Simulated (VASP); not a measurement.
Method: r2SCAN meta-GGA with spin-orbit coupling, VASP's PBE PAW potentials (set 64) (plane waves; VASP).

VASP input:

File KPOINTS_OPT:
```
k-points along high-symmetry lines
8
Line-mode
Reciprocal
  0.000000   0.000000   0.000000 ! GAMMA
  0.500000   0.000000   0.500000 ! X

  0.500000   0.000000   0.500000 ! X
  0.625000   0.250000   0.625000 ! U

  0.375000   0.375000   0.750000 ! K
  0.000000   0.000000   0.000000 ! GAMMA

  0.000000   0.000000   0.000000 ! GAMMA
  0.500000   0.500000   0.500000 ! L

  0.500000   0.500000   0.500000 ! L
  0.500000   0.250000   0.750000 ! W

  0.500000   0.250000   0.750000 ! W
  0.500000   0.000000   0.500000 ! X
```

KPOINTS:
```
Regular mesh
0
Gamma
 9 9 9
```

### INCAR
```
SYSTEM = Sr
PREC = Accurate
ENCUT = 400
EDIFF = 1E-6
NELM = 100
ALGO = Normal
LREAL = .FALSE.
LASPH = .TRUE.
ISMEAR = 0
SIGMA = 0.05
METAGGA = R2SCAN
LMIXTAU = .TRUE.
LMAXMIX = 4
LWAVE = .FALSE.
LCHARG = .FALSE.
LSORBIT = .TRUE.
MAGMOM = 0 0 0
GGA_COMPAT = .FALSE.
```

### POSCAR
```
Sr
3.0477710
  0.0000000000   1.0000001067   1.0000001067
  1.0000001067   0.0000000000   1.0000001067
  1.0000001067   1.0000001067   0.0000000000
Sr
1
Cartesian
  0.0000000000   0.0000000000   0.0000000000
```

POTCAR, in this order: Sr_sv (PBE.64 set). Program: vasp_ncl.

Output

OSZICAR:
```
       N       E                     dE             d eps       ncg     rms          rms(c)
DAV:   1     0.287684194475E+02    0.28768E+02   -0.41177E+03  1260   0.798E+02
DAV:   2    -0.150106529994E+02   -0.43779E+02   -0.43091E+02  1652   0.198E+02
DAV:   3    -0.187755220505E+02   -0.37649E+01   -0.37384E+01  2280   0.386E+01
DAV:   4    -0.188904384950E+02   -0.11492E+00   -0.11472E+00  1718   0.543E+00
DAV:   5    -0.188927108506E+02   -0.22724E-02   -0.22709E-02  1956   0.602E-01    0.125E+01
DAV:   6    -0.149763140288E+02    0.39164E+01   -0.33562E+00  1910   0.940E+00    0.955E+00
DAV:   7    -0.147722762858E+02    0.20404E+00   -0.55110E-01  1466   0.666E+00    0.626E+00
DAV:   8    -0.145350588888E+02    0.23722E+00   -0.58319E-01  1418   0.659E+00    0.321E+00
DAV:   9    -0.149434666108E+02   -0.40841E+00   -0.34377E-01  1394   0.506E+00    0.425E-01
DAV:  10    -0.151739338204E+02   -0.23047E+00   -0.19101E-01  1348   0.255E+00    0.279E-01
DAV:  11    -0.151754854185E+02   -0.15516E-02   -0.72725E-03  2108   0.749E-01    0.311E-01
DAV:  12    -0.151179024773E+02    0.57583E-01   -0.24100E-02  1338   0.172E+00    0.212E-01
DAV:  13    -0.151737826856E+02   -0.55880E-01   -0.16870E-02  1316   0.128E+00    0.122E-01
DAV:  14    -0.151821866966E+02   -0.84040E-02   -0.78060E-03  1330   0.749E-01    0.172E-01
DAV:  15    -0.151745048119E+02    0.76819E-02   -0.12806E-02  1298   0.919E-01    0.244E-01
DAV:  16    -0.151736439655E+02    0.86085E-03   -0.69616E-04  1750   0.146E-01    0.146E-01
DAV:  17    -0.151740417899E+02   -0.39782E-03   -0.16554E-04  1522   0.762E-02    0.974E-02
DAV:  18    -0.151735373067E+02    0.50448E-03   -0.37302E-04  1316   0.103E-01    0.293E-02
DAV:  19    -0.151736172874E+02   -0.79981E-04   -0.18841E-05  1402   0.493E-02    0.221E-02
DAV:  20    -0.151735770671E+02    0.40220E-04   -0.14825E-05  1394   0.270E-02    0.108E-02
DAV:  21    -0.151735807986E+02   -0.37315E-05   -0.14238E-05  1426   0.308E-02    0.629E-03
DAV:  22    -0.151735843267E+02   -0.35281E-05   -0.30870E-06  1132   0.137E-02    0.738E-03
DAV:  23    -0.151735839864E+02    0.34023E-06   -0.45046E-07  1144   0.521E-03
   1 F= -.15173584E+02 E0= -.15171730E+02  d E =-.370859E-02  mag=    -0.0000     0.0000     0.0000
       N       E                     dE             ncg
       N       E                     dE             ncg
```

**OUTCAR**
```
------------------------ aborting loop because EDIFF is reached ----------------------------------------
  FORCE on cell =-STRESS in cart. coord.  units (eV):
  Direction    XX          YY          ZZ          XY          YZ          ZX
  --------------------------------------------------------------------------------------
  Total       -0.0089982     -0.0089982     -0.0089982     -0.0000000      0.0000000      0.0000000
  in kB       -0.2546173     -0.2546173     -0.2546173     -0.0000000      0.0000000      0.0000000
  external PRESSURE =      -0.2546173 kB  Pullay stress =       0.0000000 kB
  volume of cell :       56.62
      direct lattice vectors                 reciprocal lattice vectors
     0.000000000  3.047771325  3.047771325    -0.164054303  0.164054303  0.164054303
     3.047771325  0.000000000  3.047771325     0.164054303 -0.164054303  0.164054303
     3.047771325  3.047771325  0.000000000     0.164054303  0.164054303 -0.164054303
 POSITION                                       TOTAL-FORCE (eV/Angst)
 -----------------------------------------------------------------------------------
      0.00000      0.00000      0.00000         0.000000      0.000000      0.000000
 -----------------------------------------------------------------------------------
    total drift:                               -0.000000     -0.000000     -0.000000
  FREE ENERGIE OF THE ION-ELECTRON SYSTEM (eV)
  ---------------------------------------------------
  free  energy   TOTEN  =       -15.1735839864 eV

  energy  without entropy=      -15.1698753957  energy(sigma->0) =      -15.17172969

 Ion:    1  E_soc:     -0.1637339
```
(Selected blocks of OUTCAR.)

The compound is Sr in the fcc structure. It was relaxed first.
